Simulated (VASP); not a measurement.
Input for VASP

File POSCAR:
```
C
1
    1.2300000000    -2.1304220000     0.0000000000
    1.2300000000     2.1304220000     0.0000000000
    0.0000000000     0.0000000000     6.7100000000
C
4
Direct
  0.0000000000   0.0000000000   0.2500000000
  0.0000000000   0.0000000000   0.7500000000
  0.3333330000   0.6666670000   0.2500000000
  0.6666670000   0.3333330000   0.7500000000
```

INCAR:
```
SYSTEM = C
PREC = Accurate
ENCUT = 520
EDIFF = 1E-6
NELM = 100
ALGO = Normal
LREAL = .FALSE.
LASPH = .TRUE.
ISMEAR = 1
SIGMA = 0.1
GGA = PE
LWAVE = .FALSE.
LCHARG = .FALSE.
ISIF = 2
NBANDS = 7
```

File KPOINTS:
```
Automatic mesh
0
Gamma
11 11 4
0 0 0
```

POTCAR, in this order: C (PBE.64 set). Program: vasp_std.

The run wrote:

**standard output**
```
 POSCAR found type information on POSCAR C
 POSCAR found :  1 types and       4 ions
 Reading from existing POTCAR
 Reading from existing POTCAR
 LDA part: xc-table for (Slater+PW92), standard interpolation

 -----------------------------------------------------------------------------
|                                                                             |
|     EEEEEEE  RRRRRR   RRRRRR   OOOOOOO  RRRRRR      ###     ###     ###     |
|     E        R     R  R     R  O     O  R     R     ###     ###     ###     |
|     E        R     R  R     R  O     O  R     R     ###     ###     ###     |
|     EEEEE    RRRRRR   RRRRRR   O     O  RRRRRR       #       #       #      |
|     E        R   R    R   R    O     O  R   R                               |
|     E        R    R   R    R   O     O  R    R      ###     ###     ###     |
|     EEEEEEE  R     R  R     R  OOOOOOO  R     R     ###     ###     ###     |
|                                                                             |
|     The number of bands is not sufficient to hold all electrons. I am       |
|     sorry, but this calculation does not make sense. If you want to         |
|     calculate only selected states, you need to set either EFERMI or        |
|     EREF. EREF specifies around which energy states are supposed to be      |
|     calculated.                                                             |
|     I found NBANDS = 7, NELECT = 16.                                        |
|                                                                             |
|       ---->  I REFUSE TO CONTINUE WITH THIS SICK JOB ... BYE!!! <----       |
|                                                                             |
 -----------------------------------------------------------------------------
```

**Question.** Read input and log: which fault does this run have?
A) NSW = 0, so the ions never move
B) NELM is too small, so the electronic loop ends before EDIFF is met
C) one atom is typed twice, on or next to the same site
D) NBANDS is too small to hold all electrons

**Answer.** D, NBANDS is too small to hold all electrons. VASP stops with an error: The number of bands is not sufficient to hold all electrons. I am sorry, but this calculation does not make sense. If you want to calculate only selected states, you need to set either EFERMI or EREF. EREF specifies around which energy states are supposed to be calculated. I found NBANDS = 7, NELECT = 16. ----> I REFUSE TO CONTINUE WITH THIS SICK JOB ... BYE!!! <----

To mend it, remove NBANDS.

The mended run (PBE GGA, plane waves, VASP's PBE PAW potentials (set 64)) converges, and its OSZICAR ends with
```
   1 F= -.36844976E+02 E0= -.36845056E+02  d E =0.239493E-03
```

The compound is C in the graphite structure. The cell was not relaxed at this level.
